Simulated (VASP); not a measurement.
An input for Quantum ESPRESSO's pw.x (written as the equivalent of a VASP run, and not itself run):

```
&CONTROL
  calculation = 'vc-relax'
  pseudo_dir = './pseudo'
  outdir = './out'
  tprnfor = .true.
  tstress = .true.
  nstep = 40
  forc_conv_thr = 0.00039
/
&SYSTEM
  ibrav = 0
  nat = 2
  ntyp = 2
  ecutwfc = 82
  occupations = 'smearing'
  smearing = 'gaussian'
  degauss = 0.003675
  input_dft = 'pbesol'
/
&ELECTRONS
  conv_thr = 7.3e-09
  electron_maxstep = 100
/
&IONS
/
&CELL
  press = 100
/
ATOMIC_SPECIES
  Ag 107.868 Ag.upf
  Br 79.904 Br.upf
CELL_PARAMETERS angstrom
     0.0000000    2.8333371    2.8333371
     2.8333371    0.0000000    2.8333371
     2.8333371    2.8333371    0.0000000
ATOMIC_POSITIONS crystal
  Ag   0.0000000  1.0000000  0.0000000
  Br   0.5000000  0.5000000  0.5000000
K_POINTS automatic
  8 8 8 0 0 0
```

**Question.** Translate this input to VASP (INCAR, KPOINTS, POSCAR, choice of POTCAR).

**Answer.** One answer among several that fit: 
INCAR:
```
SYSTEM = AgBr
PREC = Accurate; ENCUT = 480; LREAL = F
LASPH = T
EDIFF = 1E-7; NELM = 100; ALGO = Normal
LMAXMIX = 4
ISMEAR = 0; SIGMA = 0.05
GGA = PS
IBRION = 2; NSW = 40; ISIF = 3
EDIFFG = -0.01; PSTRESS = 100
LWAVE = F; LCHARG = F
```

### KPOINTS
```
Regular mesh
0
Gamma
8 8 8
0 0 0
```

### POSCAR
```
AgBr
1
    0.0000000000     2.8333371015     2.8333371015
    2.8333371015     0.0000000000     2.8333371015
    2.8333371015     2.8333371015     0.0000000000
Ag Br
1 1
Direct
  0.0000000000   1.0000000000   0.0000000000
  0.5000000000   0.5000000000   0.5000000000
```

POTCAR, in this order: Ag Br (PBE.64 set). Program: vasp_std.

What does not carry over: the potentials are each code's own (VASP's PAW set, PseudoDojo norm-conserving files in pw.x), so ENCUT and ecutwfc are chosen apart and not converted; conv_thr bounds pw.x's estimated SCF error, while EDIFF bounds the energy change between steps; forc_conv_thr acts on force components and is met together with etot_conv_thr.

The compound is AgBr in the rock salt structure. This run relaxes it under an external pressure of 10 GPa. Symmetry was kept, so distortions that lower it aren't found.
